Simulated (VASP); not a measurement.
Method: PBE GGA, VASP's PBE PAW potentials (set 64) (plane waves; VASP). Each cell was relaxed at this level, without spin-orbit coupling.

Question: Which of these comes out without a gap?
(A) NaCl, Fm-3m (225)
(B) LiF, Fm-3m (225)
(C) LiBr, Fm-3m (225)
(D) Mo3Si, Pm-3n (223)

Answer: D, Mo3Si, Pm-3n (223). The others have gaps of 5.03 eV (NaCl, Fm-3m (225)), 4.94 eV (LiBr, Fm-3m (225)), 8.91 eV (LiF, Fm-3m (225)).
